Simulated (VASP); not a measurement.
The system is InP.

```
In P
1.0
     0.00000    2.95198    2.95198
     2.95198    0.00000    2.95198
     2.95198    2.95198    0.00000
In P
1 1
Cartesian
  0.0000 0.0000 0.0000
  4.4280 4.4280 4.4280
```

The cell is a database's computed one.

- Program: VASP 6.6.1
- Task: relaxation of cell and atoms
- Functional: LDA
- Potentials or basis: VASP PAW LDA potentials, release 64 (In_d, P)
- Cutoff: 600 eV
- k mesh: 10 × 10 × 10
- Occupations: gaussian, width 0.02 eV
- Spin: no spin polarisation

At the start: pressure -2.5 GPa; volume 25.72 Å³/atom.

Q: Where does the relaxation end?

A: Over 3 steps the energy falls by 7.9 meV/atom and the volume is 24.76 Å³/atom (-3.8 %); space group F-43m (No. 216, to 0.05 Å).

The path:
```
step  energy change (eV)  largest force (eV/Å)  pressure (GPa)  volume (Å³)
   1              0.0000                0.0000           -2.52        51.45
   2             -0.0110                0.0000            1.57        48.49
   3             -0.0158                0.0000           -0.02        49.51
```

Final structure:
```
In P
1.0
     0.00000    2.91443    2.91443
     2.91443    0.00000    2.91443
     2.91443    2.91443    0.00000
In P
1 1
Direct
  0.00000 0.00000 0.00000
  0.75000 0.75000 0.75000
```
